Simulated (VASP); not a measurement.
Computed with vdW-DF-cx, VASP's PBE PAW potentials (set 64) (plane waves; VASP).

VASP input:

**KPOINTS**
```
Automatic mesh
0
Gamma
9 9 5
0 0 0
```

File POSCAR:
```
GaN
1
    1.5939699942    -2.7608369776     0.0000000000
    1.5939699942     2.7608369776     0.0000000000
    0.0000000000    -0.0000000000     5.1923146395
Ga N
2 2
Direct
  0.6666670000   0.3333330000   0.5001157829
  0.3333330000   0.6666670000   0.0001157829
  0.6666670000   0.3333330000   0.8768842171
  0.3333330000   0.6666670000   0.3768842171
```

INCAR:
```
! general
SYSTEM   = GaN
PREC     = Accurate
ENCUT    = 520
LREAL    = .FALSE.
LASPH    = .TRUE.

! electronic loop
EDIFF    = 1E-7
NELM     = 100
ALGO     = Normal
LMAXMIX  = 4

! smearing
ISMEAR   = -5

! functional
GGA      = CX
LUSE_VDW = .TRUE.
AGGAC    = 0.0

! ions
ISIF     = 2

! output
LWAVE    = .FALSE.
LCHARG   = .TRUE.
LORBIT   = 11
NEDOS    = 601

! other
LEFG     = .TRUE.
```

POTCAR, in this order: Ga_d N (PBE.64 set). Program: vasp_std.

Task: What does the run give for the energy per atom (σ→0), band gap (on the k-mesh)?

Result: 
- energy per atom (σ→0): -3.914 eV/atom
- band gap (on the k-mesh): 1.90 eV

OSZICAR:
```
...
DAV:  10    -0.156543934859E+02   -0.74522E-03   -0.51811E-03  1804   0.723E-01    0.153E-01
DAV:  11    -0.156543774435E+02    0.16042E-04   -0.79878E-04  2368   0.498E-01    0.313E-02
DAV:  12    -0.156543770016E+02    0.44181E-06   -0.13109E-04  1960   0.883E-02    0.125E-02
DAV:  13    -0.156543776844E+02   -0.68273E-06   -0.19294E-05  2192   0.945E-02    0.303E-03
DAV:  14    -0.156543776983E+02   -0.13938E-07   -0.18478E-06  2346   0.323E-02    0.429E-03
DAV:  15    -0.156543775667E+02    0.13157E-06   -0.57626E-07  1968   0.703E-03    0.452E-04
DAV:  16    -0.156543776014E+02   -0.34684E-07   -0.56755E-08  1098   0.518E-03
   1 F= -.15654378E+02 E0= -.15654378E+02  d E =0.000000E+00
```

The compound is GaN in the wurtzite structure. It was relaxed first.
